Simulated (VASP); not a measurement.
A convergence study with VASP on NaCl (space group Fm-3m): one setting is varied, all else stays as given below, so the limit is that of these other settings.

```xyz
2
Lattice="0.0000 2.8285 2.8285 2.8285 0.0000 2.8285 2.8285 2.8285 0.0000" Properties=species:S:1:pos:R:3 pbc="T T T"
Na     0.0000     0.0000     0.0000
Cl     2.8285     2.8285     2.8285
```

Computed with PBE GGA, VASP's PBE PAW potentials (set 64) (plane waves; VASP 6.6.1). The tightest run used: 300 eV cut-off, 12×12×12 Γ-centred mesh, Gaussian smearing of 0.010 eV, potentials Na_pv Cl.

Q: The settings run are 3×3×3 mesh; 4×4×4 mesh; 5×5×5 mesh; 6×6×6 mesh; 8×8×8 mesh; 10×10×10 mesh; 12×12×12 mesh. From which on does the mean ε∞ stay within 0.05  of the tightest run?

A: From 4×4×4 mesh on: it is off by 0.03 there and by no more than 0.05 in any finer run, while 3×3×3 mesh is off by 0.14.
| setting | mean ε∞ | irreducible k-points | difference judged () |
|---|---|---|---|
| 3×3×3 mesh | 2.64 | 4 | 0.14 |
| 4×4×4 mesh | 2.53 | 8 | 0.03 |
| 5×5×5 mesh | 2.50 | 10 | 0.01 |
| 6×6×6 mesh | 2.50 | 16 | 0.00 |
| 8×8×8 mesh | 2.50 | 29 | 0.00 |
| 10×10×10 mesh | 2.50 | 47 | 0.00 |
| 12×12×12 mesh | 2.50 | 72 | 0.00 |

Left out are rungs that failed or repeat a setting and relaxations that didn't move; long series are thinned to 24 rows.

The structure is a typed NaCl crystal (space group no. 225). The cell was not relaxed at this level.
